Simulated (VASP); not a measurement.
Input of a VASP 6.6.1 run:

Contents of INCAR:

```
  PREC = Accurate
  ENCUT = 520
  EDIFF = 1E-7
  ISMEAR = 0
  SIGMA = 0.05
  LREAL = F
  LASPH = T
  NELM = 100
  ALGO = Normal
  ISIF = 2
  LWAVE = F
  LCHARG = F
  NBANDS = 26
```

The input KPOINTS:

```
regular mesh
0
Gamma
  6 6 6
```

POSCAR

```
K2PdC2
1.0
    5.1181840614      0.0000000000      0.0000000000
   -2.5590920307      4.4324774185      0.0000000000
    0.0000000000      0.0000000000      5.2581371800
K Pd C
2 1 2
Direct
    0.6666666667      0.3333333333      0.7201982100
    0.3333333333      0.6666666667      0.2798017900
    0.0000000000      0.0000000000      0.0000000000
    0.0000000000      0.0000000000      0.6130649767
    0.0000000000      0.0000000000      0.3726714167
```

Potentials or basis: VASP PAW LDA potentials, release 64 (K_sv, Pd, C).

Command:

```sh
$ cat potpaw_LDA.64/K_sv/POTCAR potpaw_LDA.64/Pd/POTCAR potpaw_LDA.64/C/POTCAR > POTCAR
$ mpirun -np 1 vasp_std > vasp.out
```

(1) What does it give for the pressure?

(2) Predict the largest force.

(3) What does it give for the band gap on the k mesh?

Results:

(1) -2.4 GPa.

(2) 0.705 eV/Å.

(3) 1.35 eV, indirect (least direct gap 1.38 eV).
